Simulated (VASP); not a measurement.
OSZICAR of a VASP run on Na (bcc):

### OSZICAR
```
       N       E                     dE             d eps       ncg     rms          rms(c)
DAV:   1     0.168149916964E+02    0.16815E+02   -0.41177E+03  1022   0.101E+03
DAV:   2    -0.453727835633E+00   -0.17269E+02   -0.17251E+02  1092   0.129E+02
DAV:   3    -0.655640407149E+00   -0.20191E+00   -0.20191E+00  1162   0.196E+01
DAV:   4    -0.656896334675E+00   -0.12559E-02   -0.12559E-02  1302   0.140E+00
DAV:   5    -0.656905640317E+00   -0.93056E-05   -0.93059E-05  1197   0.948E-02    0.436E-01
DAV:   6    -0.652711668473E+00    0.41940E-02   -0.10630E-03  1428   0.536E-01    0.273E-01
DAV:   7    -0.649842864220E+00    0.28688E-02   -0.19650E-03  1435   0.662E-01    0.223E-02
DAV:   8    -0.649845677884E+00   -0.28137E-05   -0.52528E-05  1218   0.168E-01    0.346E-03
DAV:   9    -0.649845992903E+00   -0.31502E-06   -0.47018E-07  1148   0.974E-03    0.146E-03
DAV:  10    -0.649845037793E+00    0.95511E-06   -0.38279E-07  1085   0.131E-02    0.100E-04
DAV:  11    -0.649845117090E+00   -0.79297E-07   -0.22048E-09   546   0.927E-04
   1 F= 0.16505233E+01 E0= 0.16507463E+01  d E =0.165052E+01
       N       E                     dE             d eps       ncg     rms          rms(c)
DAV:   1    -0.645853718325E+00    0.39913E-02   -0.41019E-03  1008   0.152E+00    0.774E-02
DAV:   2    -0.645761674064E+00    0.92044E-04   -0.11475E-04  1022   0.250E-01    0.390E-02
DAV:   3    -0.645730544122E+00    0.31130E-04   -0.53768E-05  1029   0.164E-01    0.407E-03
DAV:   4    -0.645728332265E+00    0.22119E-05   -0.21421E-06  1127   0.361E-02    0.332E-04
DAV:   5    -0.645728339268E+00   -0.70028E-08   -0.58970E-09   532   0.124E-03
   2 F= 0.16505124E+01 E0= 0.16507355E+01  d E =-.109834E-04
```

**Question.** Which electronic solver shows in the log?

**Answer.** It is blocked Davidson (ALGO = Normal, or the opening steps of other solvers). The INCAR had ALGO = Normal.

**Question.** Can the final energy be trusted as converged?

**Answer.** The run converged. It stopped with EDIFF = 1E-7, NELM = 100, NSW = 40 and EDIFFG = -0.01 after 2 ionic steps (PBE GGA, plane waves, VASP's PBE PAW potentials (set 64)).

The compound is Na in the bcc structure. This run relaxes it under an external pressure of 20 GPa. Symmetry was kept, so distortions that lower it aren't found.
